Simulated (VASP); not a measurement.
A run of VASP 6.6.1 is set up as follows.

The input INCAR:

```
AGGAC    = 0.0          
ALGO     = Normal         # electronic algorithm
EDIFF    = 1E-7           # SCF threshold, eV
EDIFFG   = -0.02          # ionic threshold
ENCUT    = 520            # plane-wave cutoff, eV
GGA      = CX             # functional
IBRION   = 2              # ionic algorithm
ISIF     = 2              # what is computed and relaxed
ISMEAR   = 0              # smearing method
LASPH    = T              # aspherical terms in the spheres
LCHARG   = F              # write CHGCAR
LREAL    = F              # projectors in reciprocal space
LUSE_VDW = T            
LWAVE    = F              # write WAVECAR
NELM     = 100            # most SCF steps
NSW      = 40             # ionic steps
PREC     = Accurate       # precision mode
SIGMA    = 0.05           # smearing width, eV
```

File KPOINTS:

```
k-points
0
Gamma
  7 7 8
```

File POSCAR:

```
Ag2Au
1.0
    4.5359449400      0.0000000000      0.0000000000
   -2.2679724700      3.9282435500      0.0000000000
    0.0000000000      0.0000000000      3.1644594600
Ag Au
2 1
Selective dynamics
Direct
    0.3333333300      0.6666666700      0.5148209900  F F F
    0.6666666700      0.3333333300      0.4851790100  T T T
    0.0000000000      0.0000000000      0.0000000000  T T T
```

Potentials or basis: VASP PAW PBE potentials, release 54 (Ag, Au).

Run with:

```sh
$ cat potpaw_PBE.54/Ag/POTCAR potpaw_PBE.54/Au/POTCAR > POTCAR
$ mpirun -np 1 vasp_std > vasp.out
```

Task: Estimate the energy gained by relaxing.

Result: 80.3 meV/atom.

Task: Estimate the band gap on the k mesh.

Result: None (metal or under the smearing width).

Step by step:
```
step  energy change (eV)  largest force (eV/Å)  pressure (GPa)
   1              0.0000                0.1120           -6.68
   2             -0.0006                0.1199           -6.67
   3             -0.0026                0.1424           -6.68
   4             -0.0070                0.1860           -6.71
   5             -0.0177                0.2655           -6.76
   6             -0.0440                0.3953           -6.86
   7             -0.0979                0.5181           -6.84
   8             -0.1159                0.4258           -5.61
   9             -0.1277                0.4446           -6.22
  10             -0.1287                0.4436           -6.22
  11             -0.1315                0.4401           -6.20
  12             -0.1354                0.4299           -6.14
  13             -0.1357                0.3937           -5.96
  14             -0.1368                0.4128           -6.05
  15             -0.1410                0.4085           -6.09
  16             -0.1535                0.3906           -6.39
  17             -0.1766                0.3482           -6.87
  18             -0.2130                0.2369           -7.66
  19             -0.2297                0.1646           -8.21
  20             -0.2339                0.1277           -8.21
  21             -0.2339                0.1245           -8.22
  22             -0.2358                0.1082           -8.20
  23             -0.2396                0.0578           -8.12
  24             -0.2389                0.0696           -7.84
  25             -0.2407                0.0237           -8.02
  26             -0.2409                0.0102           -8.03
```

Caveat: the PAW data sets were made with another functional, which shifts forces and pressure a little. The run has no spin-orbit coupling, so splittings on Au are missing.
